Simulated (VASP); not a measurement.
Given:

```xyz
4
Lattice="2.1738 -3.7651 0.0000 2.1738 3.7651 0.0000 0.0000 0.0000 7.0904" Properties=species:S:1:pos:R:3 pbc="T T T"
Cd     2.1738    -1.2550     3.5454
Cd     2.1738     1.2550     0.0002
Se     2.1738    -1.2550     6.2109
Se     2.1738     1.2550     2.6658
```

Method: PBE GGA, VASP's PBE PAW potentials (set 64) (plane waves; VASP). Run with 520 eV cut-off, 7×7×4 Γ-centred mesh, Gaussian smearing of 0.050 eV, potentials Cd Se.

**Question.** Give the stress tensor in GPa (positive for a compressed cell).

**Answer.** 
```
1.46  0.00  0.00
0.00  1.46  0.00
0.00  0.00  1.49
```
The pressure is its mean diagonal, 1.47 GPa.

The compound is CdSe in the wurtzite structure. This cell is one point of a volume scan, at 0.97 of the reference volume.
